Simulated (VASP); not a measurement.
Energy against volume of NiSi$_{2}$ (fluorite). Computed with PW91 GGA, VASP's PBE PAW potentials (set 64) (plane waves; VASP 6.6.1).

```json
[
 {"V (Å³/atom)": "12.764", "E (eV/atom)": "-5.73764"},
 {"V (Å³/atom)": "13.171", "E (eV/atom)": "-5.75454"},
 {"V (Å³/atom)": "13.579", "E (eV/atom)": "-5.75833"},
 {"V (Å³/atom)": "13.986", "E (eV/atom)": "-5.75159"},
 {"V (Å³/atom)": "14.394", "E (eV/atom)": "-5.73617"}
]
```

**Question.** Fit a third-order Birch-Murnaghan equation of state.

**Answer.** 
```yaml
volume_per_atom: 13.51 Å³/atom
bulk_modulus: 143 GPa
pressure_derivative_of_the_bulk_modulus: 5.84
lattice_constant_a: 545.3 pm
```

Measured: a 5.406 Å (computed value off by +0.9 %), as given by Wikipedia, Nickel silicide. The calculation is for a static lattice, while the measured a holds thermal and zero-point effects, which are part of the difference.

The compound is NiSi2 in the fluorite structure. It was relaxed first. The run is not spin-polarised, so no magnetic state was tried.
